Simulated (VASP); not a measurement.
VASP ran on this input.

POSCAR:
```
MoSi2
1
   -1.5973096135     1.5973096135     3.9072384889
    1.5973096135    -1.5973096135     3.9072384889
    1.5973096135     1.5973096135    -3.9072384889
Si Mo
2 1
Direct
  0.6648078099   0.6648078099   0.0000000000
  0.3351921901   0.3351921901   0.0000000000
  0.0000000000   0.0000000000   0.0000000000
```

**INCAR**
```
ALGO=Normal
EDIFF=1E-6
EDIFFG=-0.02
ENCUT=520
GGA=PS
IBRION=2
ISIF=3
ISMEAR=1
LASPH=.TRUE.
LCHARG=.FALSE.
LMAXMIX=4
LREAL=.FALSE.
LWAVE=.FALSE.
NELM=100
NSW=60
PREC=Accurate
SIGMA=0.1
SYSTEM=MoSi2
```

**KPOINTS**
```
K-points
0
gamma
  12 12 12
```

POTCAR, in this order: Si Mo_sv (PBE.64 set). Program: vasp_std.

Problem. Write an equivalent input for Ansatz.

Solution. One equivalent input (not run):
Ansatz 0.2 input:
```yaml
crystal:
  lattice:
    - [-1.5973096, 1.5973096, 3.9072385]
    - [1.5973096, -1.5973096, 3.9072385]
    - [1.5973096, 1.5973096, -3.9072385]
  atoms:
    - { symbol: Si, position: [0.6648078, 0.6648078, 0.0000000] }
    - { symbol: Si, position: [0.3351922, 0.3351922, 0.0000000] }
    - { symbol: Mo, position: [0.0000000, 0.0000000, 0.0000000] }
kpoints:
  mp_grid: { grid: [12, 12, 12] }
hamiltonian:
  xc: pbesol
  pseudopotentials: { kind: paw }
scf:
  occupations: { method: methfessel_paxton, width: 0.1 }
  max_iter: 100
relax:
  max_steps: 60
  f_tol: 0.02
  cell: {}
output: { forces: true, stress: true, eigenvalues: true }
```
What does not carry over: each code has its own PAW files, so the cut-off isn't converted (ENCUT is set for VASP's; basis.ecutwfc is left out, and Ansatz then takes the one that its files recommend); Ansatz stops its SCF on the density residual and VASP on the energy change (EDIFF).

The compound is MoSi2 in the MoSi2 type structure. This run relaxes it. Symmetry was kept, so distortions that lower it aren't found. The start is the result of an earlier pass.
